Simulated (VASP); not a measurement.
Output of a VASP run:

OUTCAR:
```
 ion  position               nearest neighbor table
   1  0.000  0.000  0.000-   2 2.47   3 2.47   2 2.47   3 2.47   3 2.47   3 2.47   2 2.47   2 2.47
                             3 2.47   3 2.47   2 2.47   2 2.47
   2  0.333  0.667  0.500-   3 1.78   3 1.78   3 1.78   1 2.47   1 2.47   1 2.47   1 2.47   1 2.47
                             1 2.47
   3  0.667  0.333  0.500-   2 1.78   2 1.78   2 1.78   1 2.47   1 2.47   1 2.47   1 2.47   1 2.47
                             1 2.47
  LATTYP: Found a hexagonal cell.
 ALAT       =     3.0863205004
 C/A-ratio  =     1.1123159831
 Subroutine PRICEL returns:
 Original cell was already a primitive cell.
 Subroutine GETGRP returns: Found 24 space group operations
The static configuration has the point symmetry D_6h.
The dynamic configuration has the point symmetry D_6h.
 Subroutine INISYM returns: Found 24 space group operations
 Subroutine IBZKPT returns following result:
 Found     80 irreducible k-points:

 Following reciprocal coordinates:
            Coordinates               Weight
  0.000000  0.000000  0.000000      1.000000
  0.090909  0.000000  0.000000      6.000000
  0.181818  0.000000  0.000000      6.000000
  0.272727  0.000000  0.000000      6.000000
  0.363636  0.000000  0.000000      6.000000
  0.454545 -0.000000  0.000000      6.000000
  0.090909  0.090909  0.000000      6.000000
  0.181818  0.090909  0.000000     12.000000
  0.272727  0.090909  0.000000     12.000000
  0.363636  0.090909  0.000000     12.000000
  0.454545  0.090909  0.000000      6.000000
  0.181818  0.181818  0.000000      6.000000
  0.272727  0.181818  0.000000     12.000000
  0.363636  0.181818  0.000000     12.000000
  0.272727  0.272727  0.000000      6.000000
  0.363636  0.272727  0.000000      6.000000
  0.000000  0.000000  0.111111      2.000000
  0.090909  0.000000  0.111111     12.000000
  0.181818  0.000000  0.111111     12.000000
  0.272727  0.000000  0.111111     12.000000
  0.363636  0.000000  0.111111     12.000000
  0.454545 -0.000000  0.111111     12.000000
  0.090909  0.090909  0.111111     12.000000
  0.181818  0.090909  0.111111     24.000000
  0.272727  0.090909  0.111111     24.000000
  0.363636  0.090909  0.111111     24.000000
  0.454545  0.090909  0.111111     12.000000
  0.181818  0.181818  0.111111     12.000000
  0.272727  0.181818  0.111111     24.000000
  0.363636  0.181818  0.111111     24.000000
  0.272727  0.272727  0.111111     12.000000
  0.363636  0.272727  0.111111     12.000000
  0.000000  0.000000  0.222222      2.000000
  0.090909  0.000000  0.222222     12.000000
  0.181818  0.000000  0.222222     12.000000
  0.272727  0.000000  0.222222     12.000000
  0.363636  0.000000  0.222222     12.000000
  0.454545 -0.000000  0.222222     12.000000
  0.090909  0.090909  0.222222     12.000000
  0.181818  0.090909  0.222222     24.000000
   k-points           NKPTS =     80   k-points in BZ     NKDIM =     80   number of bands    NBANDS=     13
   number of dos      NEDOS =    301   number of ions     NIONS =      3
   total plane-waves  NPLWV =  16128
   dimension x,y,z NGX =    24 NGY =   24 NGZ =   28
   dimension x,y,z NGXF=    48 NGYF=   48 NGZF=   56
   ions per type =               1   2
   PREC   = accura    normal or accurate (medium, high low for compatibility)
   ISTART =      0    job   : 0-new  1-cont  2-samecut
   ICHARG =      2    charge: 1-file 2-atom 10-const
   ISPIN  =      1    spin polarized calculation?
   LNONCOLLINEAR =      F non collinear calculations
   LSORBIT =      F    spin-orbit coupling
   INIWAV =      1    electr: 0-lowe 1-rand  2-diag
   ENCUT  =  520.0 eV  38.22 Ry    6.18 a.u.   5.74  5.74  6.38*2*pi/ulx,y,z
   NELM   =    100;   NELMIN=  2; NELMDL= -5     # of ELM steps
   EDIFF  = 0.1E-06   stopping-criterion for ELM
   LREAL  =      F    real-space projection
   NLSPLINE    = F    spline interpolate recip. space projectors
   LMAXMIX     =    4 max onsite mixed and CHGCAR
...
```

**OSZICAR**
```
       N       E                     dE             d eps       ncg     rms          rms(c)
DAV:   1     0.115195178922E+03    0.11520E+03   -0.99698E+03  2080   0.140E+03
DAV:   2    -0.217719125967E+02   -0.13697E+03   -0.13215E+03  2405   0.343E+02
DAV:   3    -0.274613232485E+02   -0.56894E+01   -0.55592E+01  3287   0.617E+01
DAV:   4    -0.276025473120E+02   -0.14122E+00   -0.14114E+00  2691   0.878E+00
DAV:   5    -0.276049441693E+02   -0.23969E-02   -0.23968E-02  3150   0.101E+00    0.259E+01
DAV:   6    -0.248499783711E+02    0.27550E+01   -0.76173E+00  2503   0.208E+01    0.109E+01
DAV:   7    -0.248014215522E+02    0.48557E-01   -0.99607E-01  3131   0.680E+00    0.359E+00
DAV:   8    -0.248042416194E+02   -0.28201E-02   -0.12892E-01  2508   0.348E+00    0.845E-01
DAV:   9    -0.248002882075E+02    0.39534E-02   -0.21479E-02  2585   0.128E+00    0.158E-01
DAV:  10    -0.248002039122E+02    0.84295E-04   -0.87338E-04  2594   0.282E-01    0.453E-02
DAV:  11    -0.248002110461E+02   -0.71339E-05   -0.29822E-05  2808   0.622E-02    0.172E-02
DAV:  12    -0.248002109749E+02    0.71182E-07   -0.32771E-06  2779   0.194E-02    0.297E-03
DAV:  13    -0.248002110919E+02   -0.11697E-06   -0.48815E-07  2675   0.642E-03    0.167E-03
DAV:  14    -0.248002110085E+02    0.83394E-07   -0.48468E-08  1275   0.246E-03
   1 F= -.25837254E+02 E0= -.25837245E+02  d E =-.258373E+02
       N       E                     dE             d eps       ncg     rms          rms(c)
DAV:   1    -0.248011619320E+02   -0.95084E-03   -0.16623E-01  2235   0.414E+00    0.291E-01
DAV:   2    -0.247996349059E+02    0.15270E-02   -0.36119E-03  2355   0.532E-01    0.164E-01
DAV:   3    -0.247990154768E+02    0.61943E-03   -0.16491E-03  2425   0.375E-01    0.376E-02
DAV:   4    -0.247990135051E+02    0.19717E-05   -0.35796E-05  2258   0.558E-02    0.143E-02
DAV:   5    -0.247990135160E+02   -0.10825E-07   -0.14841E-06  2694   0.133E-02    0.483E-03
DAV:   6    -0.247990136590E+02   -0.14307E-06   -0.12825E-07  1765   0.346E-03    0.605E-04
DAV:   7    -0.247990136574E+02    0.16353E-08   -0.13270E-08  1215   0.127E-03
   2 F= -.25838118E+02 E0= -.25838085E+02  d E =-.863467E-03
       N       E                     dE             d eps       ncg     rms          rms(c)
DAV:   1    -0.247994017230E+02   -0.38806E-03   -0.38200E-03  2220   0.628E-01    0.442E-02
DAV:   2    -0.247993667552E+02    0.34968E-04   -0.83067E-05  2370   0.806E-02    0.249E-02
DAV:   3    -0.247993524147E+02    0.14341E-04   -0.37831E-05  2430   0.568E-02    0.559E-03
DAV:   4    -0.247993524092E+02    0.54374E-08   -0.80787E-07  2276   0.841E-03
   3 F= -.25838147E+02 E0= -.25838116E+02  d E =-.892601E-03
```

OUTCAR:
```
------------------------ aborting loop because EDIFF is reached ----------------------------------------
  Edisp (eV):   -1.03879
  FORCE on cell =-STRESS in cart. coord.  units (eV):
  Direction    XX          YY          ZZ          XY          YZ          ZX
  --------------------------------------------------------------------------------------
  Total       3.05939     3.05939     3.06100     0.00000     0.00000     0.00000
  in kB     173.08651   173.08657   173.17791     0.00000     0.00000     0.00000
  external pressure =      173.12 kB  Pullay stress =        0.00 kB
  volume of cell :       28.32
      direct lattice vectors                 reciprocal lattice vectors
     1.546275376 -2.678228005  0.000000000     0.323357668 -0.186690603  0.000000000
     1.546275376  2.678228005  0.000000000     0.323357668  0.186690603  0.000000000
     0.000000000  0.000000000  3.419144544    -0.000000000  0.000000000  0.292470817
 POSITION                                       TOTAL-FORCE (eV/Angst)
 -----------------------------------------------------------------------------------
      0.00000      0.00000      0.00000        -0.000000     -0.000000     -0.000000
      1.54628      0.89274      1.70957        -0.000000     -0.000000      0.000000
      1.54628     -0.89274      1.70957         0.000000      0.000000     -0.000000
 -----------------------------------------------------------------------------------
    total drift:                                0.000000     -0.000000     -0.000000
  FREE ENERGIE OF THE ION-ELECTRON SYSTEM (eV)
  ---------------------------------------------------
  free  energy   TOTEN  =       -25.8381467313 eV

  energy  without entropy=      -25.8380534954  energy(sigma->0) =      -25.83811565

 reached required accuracy - stopping structural energy minimisation
```
(Selected blocks of OUTCAR.)

POSCAR:
```
ZrB2
1
    1.5431600545    -2.6728320705     0.0000000000
    1.5431600545     2.6728320705     0.0000000000
    0.0000000000     0.0000000000     3.4329636216
Zr B
1 2
Direct
  0.0000000000   0.0000000000   0.0000000000
  0.3333330000   0.6666670000   0.5000000000
  0.6666670000   0.3333330000   0.5000000000
```

Q: Write an INCAR and KPOINTS that could have produced this output.

A: One answer among several that fit: the input of the run itself, PBE GGA with D4 dispersion, plane waves, VASP's PBE PAW potentials (set 64).

**INCAR**
```
# general
SYSTEM   =  ZrB2
PREC     =  Accurate
ENCUT    =  520   # plane-wave cut-off (eV)
LREAL    =  .FALSE.   # projection in real space or not
LASPH    =  .TRUE.   # aspherical one-centre terms

# electronic loop
EDIFF    =  1E-7   # SCF stop (eV)
NELM     =  100   # most electronic steps
ALGO     =  Normal   # blocked Davidson
LMAXMIX  =  4   # l cut-off of mixed one-centre charges

# smearing
ISMEAR   =  1
SIGMA    =  0.1   # width (eV)

# functional
GGA      =  PE   # PBE
IVDW     =  13

# ions
IBRION   =  2   # conjugate gradients
NSW      =  30
ISIF     =  4   # ions and shape, fixed volume
EDIFFG   =  -0.01   # ionic stop

# output
LWAVE    =  .FALSE.
LCHARG   =  .FALSE.
```

File KPOINTS:
```
K-points
0
gamma
11 11 9
0 0 0
```

POTCAR, in this order: Zr_sv B (PBE.64 set). Program: vasp_std.

The compound is ZrB2 in the AlB2 type structure. This cell is one point of a volume scan, at 0.94 of the reference volume. Symmetry was kept, so distortions that lower it aren't found.
